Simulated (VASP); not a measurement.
Computed with PBEsol GGA, VASP's PBE PAW potentials (set 64) (plane waves; VASP).

VASP input:

**KPOINTS**
```
Automatic mesh
0
Gamma
  6 6 6
0 0 0
```

INCAR:
```
ALGO = Normal
EDIFF = 1E-6
ENCUT = 400
GGA = PS
ISIF = 2
ISMEAR = -1
LASPH = T
LCHARG = F
LMAXMIX = 6
LREAL = F
LWAVE = F
NELM = 100
PREC = Accurate
SIGMA = 0.02
SYSTEM = BaHfO3
```

**POSCAR**
```
BaHfO3
1.0
  4.1224620000   0.0000000000   0.0000000000
  0.0000000000   4.1224620000   0.0000000000
  0.0000000000   0.0000000000   4.1224620000
Ba Hf O
1 1 3
Cartesian
  0.0000000000   0.0000000000   0.0000000000
  2.0612310000   2.0612310000   2.0612310000
  2.0612310000   0.0000000000   2.0612310000
  0.0000000000   2.0612310000   2.0612310000
  2.0612310000   2.0612310000   0.0000000000
```

POTCAR, in this order: Ba_sv Hf_pv O (PBE.64 set). Program: vasp_std.

Unless said otherwise, spin-orbit coupling is left out, though it shifts the bands of the heavy elements here.

### Question
Estimate the energy per atom (σ→0), band gap (on the k-mesh).

### Answer

The energy per atom (σ→0) is -9.109 eV/atom. The band gap (on the k-mesh) comes out as 3.56 eV.

### OSZICAR
```
...
DAV:   7    -0.455864838134E+02    0.14680E+00   -0.20676E+00  1198   0.972E+00    0.315E+01
DAV:   8    -0.455541495915E+02    0.32334E-01   -0.16649E-01  1191   0.350E+00    0.406E+00
DAV:   9    -0.455455102617E+02    0.86393E-02   -0.51126E-02  1123   0.148E+00    0.185E+00
DAV:  10    -0.455450044543E+02    0.50581E-03   -0.67606E-03  1181   0.545E-01    0.423E-01
DAV:  11    -0.455449583114E+02    0.46143E-04   -0.53417E-04  1168   0.155E-01    0.391E-02
DAV:  12    -0.455449728306E+02   -0.14519E-04   -0.70462E-05  1409   0.544E-02    0.114E-01
DAV:  13    -0.455449730267E+02   -0.19610E-06   -0.54552E-06  1084   0.157E-02
   1 F= -.45544973E+02 E0= -.45544973E+02  d E =-.347951E-10
```

The structure is a typed BaHfO3 crystal. The cell was not relaxed at this level. The run is one of a series of settings (GGA = PS against the base run), some of them coarse on purpose.
